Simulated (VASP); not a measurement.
Input:

```
GaSb
1.0
    0.00000     2.95361     2.95361
    2.95361     0.00000     2.95361
    2.95361     2.95361     0.00000
Ga Sb
1 1
Direct
  0.00000   0.00000   0.00000
  0.25000   0.25000   0.25000
```

Computed with LDA (Ceperley-Alder, Perdew-Zunger), VASP's LDA PAW potentials (set 64) (plane waves; VASP). Settings: 500 eV cut-off, 8×8×8 Γ-centred mesh, Gaussian smearing of 0.050 eV, potentials Ga_d Sb.

Unless said otherwise, spin-orbit coupling is left out, though it shifts the bands of the heavy elements here.

Problem. What does the run give for the energy per atom (σ→0), pressure, band gap (on the k-mesh) with the smallest direct gap where there is one?

Solution. 
| Item | Value |
|---|---|
| band gap (on the k-mesh) | 0.53 eV |
| smallest direct gap (on the k-mesh) | 0.65 eV |
| energy per atom (σ→0) | -4.305 eV/atom |
| pressure | 4.93 GPa |

The compound is GaSb in the zinc blende structure. It was relaxed first under an external pressure of 5 GPa.
